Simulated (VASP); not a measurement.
Output of a VASP run:

### OUTCAR
```
 ion  position               nearest neighbor table
   1  0.997  0.997  0.005-   8 2.09   7 2.11   6 2.11   6 2.11   7 2.11   5 2.14
   2  0.999  0.501  0.000-   8 2.11   8 2.11   6 2.12   7 2.12   5 2.12   5 2.12
   3  0.501  0.999  0.000-   8 2.11   8 2.11   7 2.12   6 2.12   5 2.12   5 2.12
   4  0.503  0.503  0.995-   8 2.09   7 2.11   6 2.11   7 2.11   6 2.11   5 2.14
   5  0.250  0.250  0.500-   2 2.12   3 2.12   2 2.12   3 2.12   1 2.14   4 2.14
   6  0.250  0.750  0.500-   1 2.11   4 2.11   1 2.11   4 2.11   3 2.12   2 2.12
   7  0.750  0.250  0.500-   1 2.11   4 2.11   1 2.11   4 2.11   2 2.12   3 2.12
   8  0.750  0.750  0.500-   1 2.09   4 2.09   3 2.11   2 2.11   2 2.11   3 2.11
  LATTYP: Found a base centered orthorhombic cell.
 ALAT       =     5.9785096599
 B/A-ratio  =     1.4164820429
 C/A-ratio  =     0.4992168592
 Subroutine PRICEL returns:
 Original cell was already a primitive cell.
 Subroutine GETGRP returns: Found  8 space group operations
The static configuration has the point symmetry C_2v.
 The point group associated with its full space group is D_2h.
The dynamic configuration has the point symmetry C_2v.
 Subroutine INISYM returns: Found  8 space group operations
 Subroutine IBZKPT returns following result:
 Found    128 irreducible k-points:

 Following reciprocal coordinates:
            Coordinates               Weight
  0.000000  0.000000  0.000000      1.000000
  0.142857  0.000000  0.000000      4.000000
  0.285714  0.000000  0.000000      4.000000
  0.428571 -0.000000  0.000000      4.000000
  0.142857  0.142857  0.000000      2.000000
  0.285714  0.142857  0.000000      4.000000
  0.428571  0.142857  0.000000      4.000000
 -0.428571  0.142857  0.000000      4.000000
 -0.285714  0.142857  0.000000      4.000000
 -0.142857  0.142857  0.000000      2.000000
  0.285714  0.285714  0.000000      2.000000
  0.428571  0.285714  0.000000      4.000000
 -0.428571  0.285714  0.000000      4.000000
 -0.285714  0.285714  0.000000      2.000000
  0.428571  0.428571  0.000000      2.000000
 -0.428571  0.428571  0.000000      2.000000
 -0.000000 -0.000000  0.071429      4.000000
  0.142857 -0.000000  0.071429      4.000000
  0.285714 -0.000000  0.071429      8.000000
  0.428571 -0.000000  0.071429      8.000000
 -0.428571  0.000000  0.071429      8.000000
 -0.285714  0.000000  0.071429      8.000000
 -0.142857 -0.000000  0.071429      8.000000
  0.285714  0.285714  0.071429      4.000000
  0.428571  0.285714  0.071429      8.000000
 -0.428571  0.285714  0.071429      8.000000
 -0.285714  0.285714  0.071429      8.000000
 -0.142857  0.285714  0.071429      4.000000
  0.428571  0.428571  0.071429      4.000000
 -0.428571  0.428571  0.071429      8.000000
 -0.285714  0.428571  0.071429      4.000000
 -0.428571 -0.428571  0.071429      2.000000
 -0.000000 -0.000000  0.142857      4.000000
  0.142857 -0.000000  0.142857      8.000000
  0.285714 -0.000000  0.142857      4.000000
  0.428571 -0.000000  0.142857      8.000000
 -0.428571  0.000000  0.142857      8.000000
 -0.285714  0.000000  0.142857      8.000000
 -0.142857  0.000000  0.142857      8.000000
  0.142857  0.142857  0.142857      2.000000
   k-points           NKPTS =    128   k-points in BZ     NKDIM =    128   number of bands    NBANDS=     40
   number of dos      NEDOS =    601   number of ions     NIONS =      8
   total plane-waves  NPLWV =  55296
   dimension x,y,z NGX =    48 NGY =   48 NGZ =   24
   dimension x,y,z NGXF=    96 NGYF=   96 NGZF=   48
   ions per type =               4   3   1
   PREC   = accura    normal or accurate (medium, high low for compatibility)
   ISTART =      0    job   : 0-new  1-cont  2-samecut
   ICHARG =      2    charge: 1-file 2-atom 10-const
   ISPIN  =      1    spin polarized calculation?
   LNONCOLLINEAR =      F non collinear calculations
   LSORBIT =      F    spin-orbit coupling
   INIWAV =      1    electr: 0-lowe 1-rand  2-diag
   ENCUT  =  520.0 eV  38.22 Ry    6.18 a.u.  11.12 11.12  5.55*2*pi/ulx,y,z
   NELM   =    100;   NELMIN=  2; NELMDL= -5     # of ELM steps
...
```

File OSZICAR:
```
       N       E                     dE             d eps       ncg     rms          rms(c)
DAV:   1     0.939357974306E+03    0.93936E+03   -0.32665E+04 10248   0.209E+03
DAV:   2     0.665443048033E+02   -0.87281E+03   -0.85238E+03 10256   0.632E+02
DAV:   3    -0.902230742430E+02   -0.15677E+03   -0.15334E+03 15888   0.220E+02
DAV:   4    -0.102669262025E+03   -0.12446E+02   -0.12320E+02 14416   0.633E+01
DAV:   5    -0.103278703609E+03   -0.60944E+00   -0.60677E+00 16128   0.132E+01    0.390E+01
DAV:   6    -0.830739823991E+02    0.20205E+02   -0.16031E+02 13784   0.874E+01    0.135E+01
DAV:   7    -0.823899219205E+02    0.68406E+00   -0.19318E+01 14528   0.276E+01    0.879E+00
DAV:   8    -0.823750409851E+02    0.14881E-01   -0.18705E+00 15320   0.145E+01    0.331E+00
DAV:   9    -0.823405264736E+02    0.34515E-01   -0.11922E+00 14840   0.828E+00    0.139E+00
DAV:  10    -0.823305919796E+02    0.99345E-02   -0.19845E-01 15320   0.461E+00    0.728E-01
DAV:  11    -0.823357526659E+02   -0.51607E-02   -0.31428E-02 13432   0.152E+00    0.204E-01
DAV:  12    -0.823356809760E+02    0.71690E-04   -0.33873E-03 15024   0.505E-01    0.763E-02
DAV:  13    -0.823357584152E+02   -0.77439E-04   -0.52749E-04 15008   0.186E-01    0.236E-02
DAV:  14    -0.823357509934E+02    0.74218E-05   -0.61226E-05 16152   0.572E-02    0.880E-03
DAV:  15    -0.823357469943E+02    0.39992E-05   -0.10178E-05 15288   0.211E-02    0.480E-03
DAV:  16    -0.823357457657E+02    0.12285E-05   -0.32138E-06 14280   0.103E-02    0.351E-03
DAV:  17    -0.823357458559E+02   -0.90124E-07   -0.42056E-07 11072   0.411E-03
   1 F= -.82335746E+02 E0= -.82335746E+02  d E =0.000000E+00
```

### OUTCAR
```
------------------------ aborting loop because EDIFF is reached ----------------------------------------
  FORCE on cell =-STRESS in cart. coord.  units (eV):
  Direction    XX          YY          ZZ          XY          YZ          ZX
  --------------------------------------------------------------------------------------
  Total        0.1734075      0.1734075     -0.2235379     -0.1086884      0.0000000      0.0000000
  in kB        3.6773031      3.6773031     -4.7403744     -2.3048597      0.0000000      0.0000000
  external PRESSURE =       0.8714106 kB  Pullay stress =       0.0000000 kB
  volume of cell :       75.55
      direct lattice vectors                 reciprocal lattice vectors
    -0.003310685  4.224134037  4.234225788    -0.118274758  0.118274758  0.118085342
     4.224134037 -0.003310685  4.234225788     0.118274758 -0.118274758  0.118085342
     2.110411676  2.110411676  0.000000000     0.236920600  0.236920600 -0.236170684
 POSITION                                       TOTAL-FORCE (eV/Angst)
 -----------------------------------------------------------------------------------
      4.22082      4.22082      8.44595        -0.000000     -0.000000      0.066630
      2.11479      4.21644      6.35134        -0.024960      0.024960      0.000000
      4.21644      2.11479      6.35134         0.024960     -0.024960      0.000000
      4.22082      4.22082      4.25673         0.000000      0.000000     -0.066630
      2.11041      2.11041      2.11711         0.000000      0.000000     -0.000000
      4.22248      2.10876      4.23423         0.000000      0.000000      0.000000
      2.10876      4.22248      4.23423         0.000000      0.000000      0.000000
      4.22082      4.22082      6.35134         0.000000      0.000000      0.000000
 -----------------------------------------------------------------------------------
    total drift:                               -0.000000     -0.000000      0.000000
  FREE ENERGIE OF THE ION-ELECTRON SYSTEM (eV)
  ---------------------------------------------------
  free  energy   TOTEN  =       -82.3357458559 eV

  energy  without entropy=      -82.3357458559  energy(sigma->0) =      -82.33574586

 total charge

# of ion       s       p       d       tot
------------------------------------------
    1        2.194   6.250   1.989  10.432
    2        2.198   6.260   2.003  10.461
    3        2.198   6.260   2.003  10.461
    4        2.194   6.250   1.989  10.432
    5        1.241   2.487   0.000   3.728
    6        1.241   2.495   0.000   3.736
    7        1.241   2.495   0.000   3.736
    8        0.891   1.569   0.000   2.460
--------------------------------------------------
tot         13.399  34.066   7.983  55.447

 Electric field gradients after diagonalization (V/A^2)
 (convention: |V_zz| > |V_xx| > |V_yy|)
----------------------------------------------------------------------
 ion       V_xx      V_yy      V_zz     asymmetry (V_yy - V_xx)/ V_zz
----------------------------------------------------------------------
   1       8.974     8.026   -17.000       0.056
   2     -11.099   -10.348    21.447       0.035
   3     -11.099   -10.348    21.447       0.035
   4       8.974     8.026   -17.000       0.056
   5      -2.110    -0.003     2.113       0.997
   6      -1.280    -0.363     1.642       0.558
   7      -1.280    -0.363     1.642       0.558
   8       0.506     0.341    -0.847       0.195
```
(Selected blocks of OUTCAR.)

**POSCAR**
```
Ti4CN3
1
   -0.0033106847     4.2241340372     4.2342257883
    4.2241340372    -0.0033106847     4.2342257883
    2.1104116763     2.1104116763     0.0000000000
Ti N C
4 3 1
Direct
  0.9973426892   0.9973426892   0.0053146218
  0.9985724307   0.5014275693   1.0000000000
  0.5014275693   0.9985724307   1.0000000000
  0.5026573108   0.5026573108   0.9946853782
  0.2500000000   0.2500000000   0.5000000000
  0.2500000000   0.7500000000   0.5000000000
  0.7500000000   0.2500000000   0.5000000000
  0.7500000000   0.7500000000   0.5000000000
```

**Question.** Reconstruct the remaining input files.

**Answer.** Several could match; the one computed here: the input of the run itself, PBEsol GGA, plane waves, VASP's PBE PAW potentials (set 64).

INCAR:
```
# general
SYSTEM  = Ti4CN3
PREC    = Accurate
ENCUT   = 520
LREAL   = .False.   # projection in real space or not
LASPH   = .True.

# electronic loop
EDIFF   = 1E-7   # SCF stop (eV)
NELM    = 100   # most electronic steps
ALGO    = Normal   # blocked Davidson
LMAXMIX = 4   # l cut-off of mixed one-centre charges

# smearing
ISMEAR  = -5   # tetrahedra, Bloechl

# functional
GGA     = PS   # PBEsol

# ions
ISIF    = 2   # forces and stress, cell fixed

# output
LWAVE   = .False.
LCHARG  = .True.
LORBIT  = 11   # lm-projected
NEDOS   = 601   # DOS grid

# other
LEFG    = .True.
```

**KPOINTS**
```
Automatic mesh
0
Gamma
7 7 14
0 0 0
```

POTCAR, in this order: Ti_sv N C (PBE.64 set). Program: vasp_std.

For a metal the tetrahedron method with Blöchl corrections gives inexact stress and forces.

The structure was generated: Ti4CN3 was put into an ordered model structure (Cmmm), which need not be its known phase. It was relaxed first. The electron count is odd and the run is not spin-polarised, which forces a metal.
